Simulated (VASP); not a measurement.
These are TPSS meta-GGA, VASP's PBE PAW potentials (set 64) (plane waves; VASP) values and carry that method's errors.

VASP ran on this input.

### KPOINTS
```
Automatic mesh
0
Gamma
9 9 9
0 0 0
```

INCAR:
```
ALGO = Normal
EDIFF = 1E-7
ENCUT = 520
ISIF = 2
ISMEAR = 1
LASPH = T
LCHARG = F
LMAXMIX = 4
LMIXTAU = T
LREAL = F
LWAVE = F
METAGGA = TPSS
NELM = 100
PREC = Accurate
SIGMA = 0.1
SYSTEM = Rb
```

POSCAR:
```
Rb
1
   -2.8295904797     2.8295904797     2.8295904797
    2.8295904797    -2.8295904797     2.8295904797
    2.8295904797     2.8295904797    -2.8295904797
Rb
1
Direct
  1.0000000000   1.0000000000   1.0000000000
```

POTCAR, in this order: Rb_sv (PBE.64 set). Program: vasp_std.

The resulting files:

**OUTCAR**
```
 ion  position               nearest neighbor table
   1  0.000  0.000  0.000-
  LATTYP: Found a body centered cubic cell.
 ALAT       =     5.6591809594
 Subroutine PRICEL returns:
 Original cell was already a primitive cell.
 Subroutine GETGRP returns: Found 48 space group operations
The static configuration has the point symmetry O_h .
The dynamic configuration has the point symmetry O_h .
 Subroutine INISYM returns: Found 48 space group operations
 Subroutine IBZKPT returns following result:
 Found     35 irreducible k-points:

 Following reciprocal coordinates:
            Coordinates               Weight
  0.000000  0.000000  0.000000      1.000000
  0.111111  0.000000  0.000000     12.000000
  0.222222  0.000000  0.000000     12.000000
  0.333333  0.000000  0.000000     12.000000
  0.444444  0.000000  0.000000     12.000000
  0.111111  0.111111  0.000000     24.000000
  0.222222  0.111111  0.000000     48.000000
  0.333333  0.111111  0.000000     48.000000
  0.444444  0.111111  0.000000     24.000000
  0.222222  0.222222  0.000000     24.000000
  0.333333  0.222222  0.000000     48.000000
  0.333333  0.333333  0.000000      8.000000
  0.111111  0.111111  0.111111      8.000000
  0.222222  0.111111  0.111111     24.000000
  0.333333  0.111111  0.111111     24.000000
 -0.111111  0.111111  0.111111      6.000000
  0.222222  0.222222  0.111111     24.000000
  0.333333  0.222222  0.111111     24.000000
 -0.222222  0.222222  0.111111     24.000000
 -0.333333  0.333333  0.111111     24.000000
 -0.222222  0.333333  0.111111     24.000000
 -0.444444  0.444444  0.111111     24.000000
 -0.333333  0.444444  0.111111     48.000000
 -0.444444 -0.444444  0.111111     24.000000
 -0.333333 -0.444444  0.111111     24.000000
...
```

File OSZICAR:
```
...
DAV:  12    -0.959609029164E+01    0.37894E-03   -0.43107E-04   616   0.160E-01    0.167E-01
DAV:  13    -0.781048671845E+01    0.17856E+01   -0.20472E+03   560   0.548E+04    0.291E-01
DAV:  14    -0.102427351739E+08   -0.10243E+08   -0.10114E+08   600   0.231E+04    0.479E+01
DAV:  15     0.439825386626E+03    0.10243E+08   -0.14823E+04   560   0.165E+03    0.323E+01
DAV:  16     0.992467882923E+02   -0.34058E+03   -0.33969E+03  1088   0.382E+02    0.429E+01
DAV:  17    -0.468868377410E+01   -0.10394E+03   -0.96907E+02   880   0.123E+02    0.360E+00
DAV:  18    -0.975803820447E+01   -0.50694E+01   -0.43672E+01   816   0.534E+01    0.487E+00
DAV:  19    -0.969311125006E+01    0.64927E-01   -0.20798E+00   824   0.108E+01    0.233E+00
DAV:  20    -0.960055010540E+01    0.92561E-01   -0.36702E-01   792   0.563E+00    0.118E+00
DAV:  21    -0.960173965810E+01   -0.11896E-02   -0.65462E-02   576   0.361E+00    0.115E+00
DAV:  22    -0.960480027068E+01   -0.30606E-02   -0.26420E-02   576   0.228E+00    0.999E-01
DAV:  23    -0.960598683270E+01   -0.11866E-02   -0.22303E-03   800   0.652E-01    0.923E-01
DAV:  24    -0.960599185340E+01   -0.50207E-05   -0.14263E-03   632   0.422E-01    0.823E-01
DAV:  25    -0.960859862818E+01   -0.26068E-02   -0.11189E-03   616   0.480E-01    0.793E-01
DAV:  26    -0.960720290515E+01    0.13957E-02   -0.54047E-04   696   0.251E-01    0.758E-01
DAV:  27    -0.960680709169E+01    0.39581E-03   -0.12244E-04   664   0.156E-01    0.735E-01
DAV:  28    -0.960640704613E+01    0.40005E-03   -0.13532E-05   824   0.533E-02    0.732E-01
DAV:  29    -0.960334507314E+01    0.30620E-02   -0.78150E-04   592   0.263E-01    0.652E-01
DAV:  30    -0.960137591021E+01    0.19692E-02   -0.49774E-04   576   0.197E-01    0.580E-01
DAV:  31    -0.959941223798E+01    0.19637E-02   -0.47953E-04   672   0.214E-01    0.501E-01
DAV:  32    -0.959748075442E+01    0.19315E-02   -0.34340E-04   584   0.158E-01    0.411E-01
DAV:  33    -0.959687264479E+01    0.60811E-03   -0.11113E-03   560   0.301E-01    0.319E-01
DAV:  34    -0.959871912642E+01   -0.18465E-02   -0.16631E-03   560   0.525E-01    0.234E-01
DAV:  35    -0.959909482478E+01   -0.37570E-03   -0.84264E-04   560   0.383E-01    0.152E-01
DAV:  36    -0.959868766768E+01    0.40716E-03   -0.14438E-03   560   0.413E-01    0.505E-02
DAV:  37    -0.959815747461E+01    0.53019E-03   -0.37754E-04   560   0.260E-01    0.496E-02
DAV:  38    -0.959845558287E+01   -0.29811E-03   -0.18667E-04   560   0.198E-01    0.543E-02
DAV:  39    -0.959817815204E+01    0.27743E-03   -0.18293E-04   560   0.201E-01    0.532E-02
DAV:  40    -0.959906945188E+01   -0.89130E-03   -0.12067E-04   560   0.142E-01    0.506E-02
DAV:  41    -0.959875709097E+01    0.31236E-03   -0.74028E-05   576   0.123E-01    0.507E-02
DAV:  42    -0.959912209011E+01   -0.36500E-03   -0.73933E-05   560   0.126E-01    0.499E-02
DAV:  43    -0.959893656085E+01    0.18553E-03   -0.36379E-05   560   0.873E-02    0.498E-02
DAV:  44    -0.959876829391E+01    0.16827E-03   -0.46253E-05   560   0.993E-02    0.500E-02
DAV:  45    -0.959896871272E+01   -0.20042E-03   -0.54457E-05   560   0.103E-01    0.492E-02
DAV:  46    -0.959736446324E+01    0.16042E-02   -0.14765E-04   560   0.160E-01    0.484E-02
DAV:  47    -0.959475050553E+01    0.26140E-02   -0.59648E-04   560   0.339E-01    0.452E-02
DAV:  48    -0.959389118210E+01    0.85932E-03   -0.16250E-03   560   0.599E-01    0.420E-02
DAV:  49    -0.959562027648E+01   -0.17291E-02   -0.12088E-03   560   0.388E-01    0.384E-02
DAV:  50    -0.959564069226E+01   -0.20416E-04   -0.26966E-06   856   0.144E-02    0.382E-02
DAV:  51    -0.959556219939E+01    0.78493E-04   -0.21781E-04   560   0.118E-01    0.318E-02
DAV:  52    -0.959714965413E+01   -0.15875E-02   -0.31617E-04   560   0.138E-01    0.212E-02
DAV:  53    -0.959707277098E+01    0.76883E-04   -0.93585E-06   728   0.257E-02    0.188E-02
DAV:  54    -0.959785274360E+01   -0.77997E-03   -0.69747E-05   560   0.737E-02    0.146E-02
DAV:  55    -0.959775503951E+01    0.97704E-04   -0.76087E-06   560   0.280E-02    0.121E-02
DAV:  56    -0.959558937501E+01    0.21657E-02   -0.68573E-04   560   0.212E-01    0.354E-02
DAV:  57    -0.959545772626E+01    0.13165E-03   -0.15532E-05   592   0.353E-02    0.381E-02
DAV:  58    -0.959559714939E+01   -0.13942E-03   -0.37545E-06   560   0.185E-02    0.400E-02
DAV:  59    -0.959548176339E+01    0.11539E-03   -0.29303E-06   576   0.194E-02    0.393E-02
DAV:  60    -0.959565640745E+01   -0.17464E-03   -0.22832E-05   560   0.455E-02    0.406E-02
DAV:  61    -0.959702460501E+01   -0.13682E-02   -0.16241E-03   560   0.293E-01    0.413E-02
DAV:  62    -0.959532460668E+01    0.17000E-02   -0.10794E-03   560   0.359E-01    0.391E-02
DAV:  63    -0.959600374645E+01   -0.67914E-03   -0.20932E-04   560   0.200E-01    0.331E-02
DAV:  64    -0.959513559383E+01    0.86815E-03   -0.32403E-04   560   0.163E-01    0.329E-02
DAV:  65    -0.959580654710E+01   -0.67095E-03   -0.28166E-04   560   0.149E-01    0.268E-02
DAV:  66    -0.152279605073E+03   -0.14268E+03   -0.15898E+03   576   0.677E+03    0.266E+00
DAV:  67    -0.960564571348E+01    0.14267E+03   -0.11771E+02   560   0.174E+01    0.252E-01
DAV:  68    -0.959921165086E+01    0.64341E-02   -0.48331E-03   600   0.810E-01    0.165E-01
DAV:  69    -0.959737673724E+01    0.18349E-02   -0.10563E-03   584   0.385E-01    0.140E-01
DAV:  70    -0.959505131881E+01    0.23254E-02   -0.67103E-04   576   0.337E-01    0.107E-01
DAV:  71    -0.342673355415E+04   -0.34171E+04   -0.35008E+04   608   0.362E+04    0.820E+00
DAV:  72    -0.953706349694E+01    0.34172E+04   -0.41216E+02   576   0.425E+01    0.108E+00
DAV:  73    -0.525473802259E+07   -0.52547E+07   -0.52048E+07   584   0.133E+04    0.448E+01
DAV:  74     0.431363785200E+03    0.52552E+07   -0.12012E+04   576   0.157E+03    0.330E+01
DAV:  75     0.832111346439E+02   -0.34815E+03   -0.36863E+03  1104   0.342E+02    0.335E+01
DAV:  76    -0.745168291152E+01   -0.90663E+02   -0.95836E+02   712   0.161E+02    0.303E+01
DAV:  77    -0.104243861470E+02   -0.29727E+01   -0.57919E+01  1048   0.610E+01    0.197E+01
DAV:  78    -0.107467562699E+02   -0.32237E+00   -0.31620E+00   976   0.120E+01    0.130E+01
DAV:  79    -0.102476268507E+02    0.49913E+00   -0.64315E-01   808   0.747E+00    0.903E+00
DAV:  80    -0.993870404660E+01    0.30892E+00   -0.32814E-01   832   0.463E+00    0.639E+00
DAV:  81    -0.978179796716E+01    0.15691E+00   -0.15669E-01   808   0.333E+00    0.570E+00
DAV:  82    -0.973410068206E+01    0.47697E-01   -0.46557E-02   760   0.216E+00    0.368E+00
DAV:  83    -0.970474435085E+01    0.29356E-01   -0.21783E-02   808   0.117E+00    0.274E+00
DAV:  84    -0.969319187323E+01    0.11552E-01   -0.72729E-03   608   0.972E-01    0.186E+00
DAV:  85    -0.968502109126E+01    0.81708E-02   -0.16981E-03   736   0.412E-01    0.138E+00
DAV:  86    -0.968174428199E+01    0.32768E-02   -0.93872E-04   608   0.353E-01    0.122E+00
DAV:  87    -0.967082919985E+01    0.10915E-01   -0.62316E-03   584   0.876E-01    0.856E-01
DAV:  88    -0.966296622208E+01    0.78630E-02   -0.33654E-03   584   0.635E-01    0.537E-01
DAV:  89    -0.964877869416E+01    0.14188E-01   -0.32880E-03   648   0.490E-01    0.282E-01
DAV:  90    -0.963103007331E+01    0.17749E-01   -0.27197E-03   560   0.519E-01    0.341E-01
DAV:  91    -0.961624789053E+01    0.14782E-01   -0.42957E-03   560   0.101E+00    0.510E-01
DAV:  92    -0.960195670395E+01    0.14291E-01   -0.90675E-03   560   0.144E+00    0.608E-01
DAV:  93    -0.958978165455E+01    0.12175E-01   -0.12248E-02   560   0.183E+00    0.646E-01
DAV:  94    -0.959366028129E+01   -0.38786E-02   -0.49386E-03   560   0.116E+00    0.630E-01
DAV:  95    -0.959912006017E+01   -0.54598E-02   -0.57602E-03   560   0.129E+00    0.645E-01
DAV:  96    -0.959561253058E+01    0.35075E-02   -0.64974E-03   560   0.141E+00    0.613E-01
DAV:  97    -0.958839407722E+01    0.72185E-02   -0.61253E-03   560   0.136E+00    0.625E-01
DAV:  98    -0.958863496030E+01   -0.24088E-03   -0.15034E-02   560   0.206E+00    0.629E-01
DAV:  99    -0.958348623404E+01    0.51487E-02   -0.24000E-02   560   0.267E+00    0.610E-01
DAV: 100    -0.959470012019E+01   -0.11214E-01   -0.49898E-02   560   0.371E+00
   1 F= -.95947001E+01 E0= -.95944540E+01  d E =-.738472E-03
```

### OUTCAR
```
------------------------ aborting loop EDIFF was not reached (unconverged)  ----------------------------
  FORCE on cell =-STRESS in cart. coord.  units (eV):
  Direction    XX          YY          ZZ          XY          YZ          ZX
  --------------------------------------------------------------------------------------
  Total        0.7173489      0.7173489      0.7173489      0.0000000      0.0000000     -0.0000000
  in kB       12.6826582     12.6826582     12.6826582      0.0000000      0.0000000     -0.0000000
  external PRESSURE =      12.6826582 kB  Pullay stress =       0.0000000 kB
  volume of cell :       90.62
      direct lattice vectors                 reciprocal lattice vectors
    -2.829590480  2.829590480  2.829590480     0.000000000  0.176704016  0.176704016
     2.829590480 -2.829590480  2.829590480     0.176704016  0.000000000  0.176704016
     2.829590480  2.829590480 -2.829590480     0.176704016  0.176704016  0.000000000
 POSITION                                       TOTAL-FORCE (eV/Angst)
 -----------------------------------------------------------------------------------
      0.00000      0.00000      0.00000         0.000000      0.000000      0.000000
 -----------------------------------------------------------------------------------
    total drift:                                0.000000      0.000000      0.000000
  FREE ENERGIE OF THE ION-ELECTRON SYSTEM (eV)
  ---------------------------------------------------
  free  energy   TOTEN  =        -9.5947001202 eV

  energy  without entropy=       -9.5939616486  energy(sigma->0) =       -9.59445396
```
(Selected blocks of OUTCAR.)

### stdout
```
...
DAV:  81    -0.978179796716E+01    0.15691E+00   -0.15669E-01   808   0.333E+00    0.570E+00
DAV:  82    -0.973410068206E+01    0.47697E-01   -0.46557E-02   760   0.216E+00    0.368E+00
DAV:  83    -0.970474435085E+01    0.29356E-01   -0.21783E-02   808   0.117E+00    0.274E+00
DAV:  84    -0.969319187323E+01    0.11552E-01   -0.72729E-03   608   0.972E-01    0.186E+00
DAV:  85    -0.968502109126E+01    0.81708E-02   -0.16981E-03   736   0.412E-01    0.138E+00
DAV:  86    -0.968174428199E+01    0.32768E-02   -0.93872E-04   608   0.353E-01    0.122E+00
DAV:  87    -0.967082919985E+01    0.10915E-01   -0.62316E-03   584   0.876E-01    0.856E-01
DAV:  88    -0.966296622208E+01    0.78630E-02   -0.33654E-03   584   0.635E-01    0.537E-01
DAV:  89    -0.964877869416E+01    0.14188E-01   -0.32880E-03   648   0.490E-01    0.282E-01
DAV:  90    -0.963103007331E+01    0.17749E-01   -0.27197E-03   560   0.519E-01    0.341E-01
DAV:  91    -0.961624789053E+01    0.14782E-01   -0.42957E-03   560   0.101E+00    0.510E-01
DAV:  92    -0.960195670395E+01    0.14291E-01   -0.90675E-03   560   0.144E+00    0.608E-01
DAV:  93    -0.958978165455E+01    0.12175E-01   -0.12248E-02   560   0.183E+00    0.646E-01
DAV:  94    -0.959366028129E+01   -0.38786E-02   -0.49386E-03   560   0.116E+00    0.630E-01
DAV:  95    -0.959912006017E+01   -0.54598E-02   -0.57602E-03   560   0.129E+00    0.645E-01
DAV:  96    -0.959561253058E+01    0.35075E-02   -0.64974E-03   560   0.141E+00    0.613E-01
DAV:  97    -0.958839407722E+01    0.72185E-02   -0.61253E-03   560   0.136E+00    0.625E-01
DAV:  98    -0.958863496030E+01   -0.24088E-03   -0.15034E-02   560   0.206E+00    0.629E-01
DAV:  99    -0.958348623404E+01    0.51487E-02   -0.24000E-02   560   0.267E+00    0.610E-01
DAV: 100    -0.959470012019E+01   -0.11214E-01   -0.49898E-02   560   0.371E+00

 -----------------------------------------------------------------------------
|                                                                             |
|           W    W    AA    RRRRR   N    N  II  N    N   GGGG   !!!           |
|           W    W   A  A   R    R  NN   N  II  NN   N  G    G  !!!           |
|           W    W  A    A  R    R  N N  N  II  N N  N  G       !!!           |
|           W WW W  AAAAAA  RRRRR   N  N N  II  N  N N  G  GGG   !            |
|           WW  WW  A    A  R   R   N   NN  II  N   NN  G    G                |
|           W    W  A    A  R    R  N    N  II  N    N   GGGG   !!!           |
|                                                                             |
|     The electronic self-consistency was not achieved in the given           |
|     number of steps (NELM). The forces and other quantities evaluated       |
|     might not be reliable so examine the results carefully. If you find     |
|     spurious results, we suggest increasing NELM, if you were close to      |
|     convergence or switching to a different ALGO or adjusting the           |
|     density mixing parameters otherwise.                                    |
|                                                                             |
 -----------------------------------------------------------------------------

   1 F= -.95947001E+01 E0= -.95944540E+01  d E =-.738472E-03
```

The run did not converge; its last values are not results.

The compound is Rb in the bcc structure. This cell is one point of a volume scan, at 0.94 of the reference volume.
